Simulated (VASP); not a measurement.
## GaF: elastic constants with PBE

GaF:

```xyz
2
Lattice="3.1659 0.0000 0.0000 0.0000 3.1659 0.0000 0.0000 0.0000 3.1659" Properties=species:S:1:pos:R:3 pbc="T T T"
Ga    0.0000    0.0000    0.0000
F     1.5830    1.5830    1.5830
```

The cell was built by a generator and needn't be a form met in nature.

```yaml
Program: VASP 6.6.1
Task: elastic constants
Functional: PBE
Potentials_or_basis: VASP PAW PBE potentials, release 64 (Ga_d, F)
Cutoff: 600 eV
k_mesh: 6 × 6 × 6
Occupations: fermi-dirac, width 0.05 eV
Spin: no spin polarisation
Ions_in_elastic_constants: relaxed
Further_INCAR_settings: ALGO = Fast; EDIFF = 1e-08; IBRION = 6; POTIM = 0.015; NSW = 1; ISIF = 3
```

| Quantity | Value |
| --- | --- |
| Relaxed volume | 15.83 Å³/atom |
| Relaxed cell | a = 3.164 Å, b = 3.164 Å, c = 3.164 Å, α = 90.00°, β = 90.00°, γ = 90.00° |
| Space group after relaxing (to 0.05 Å) | Pm-3m (No. 221) |
| Elastic constants C11, C12, C44 | 64, 33, -4 GPa |
| Voigt bulk modulus | 43 GPa |
| Highest phonon frequency at Γ, LO-TO splitting left out | 1 cm⁻¹ |
| Most unstable mode | 136i cm⁻¹ |

Final structure:
```
Ga F
1.0
     3.16358    0.00000    0.00000
     0.00000    3.16358    0.00000
     0.00000    0.00000    3.16358
Ga F
1 1
Direct
  0.00000 0.00000 0.00000
  0.50000 0.50000 0.50000
```

Phonon frequencies in cm⁻¹ (negative: imaginary):
```tsv
q point	frequencies
(0.000, 0.000, 0.000)	-136 -136 -136 1 1 1
```

Elastic tensor in Voigt notation (GPa, in the Cartesian axes of the cell as first typed):
```
64 33 33  0  0  0
33 64 33  0  0  0
33 33 64  0  0  0
 0  0  0 -4  0  0
 0  0  0  0 -4  0
 0  0  0  0  0 -4
```

Clamped-ion elastic tensor (GPa):
```
64 33 33  0  0  0
33 64 33  0  0  0
33 33 64  0  0  0
 0  0  0 -4  0  0
 0  0  0  0 -4  0
 0  0  0  0  0 -4
```

Wall time 3.1 min on 1 thread of Intel(R) Xeon(R) 6975P-C (Granite Rapids), with other jobs on the host, peak memory 0.22 GiB.

Caveat: some modes are imaginary; the elastic tensor has a negative eigenvalue, so either the cell is unstable as it stands or the mesh is too thin.
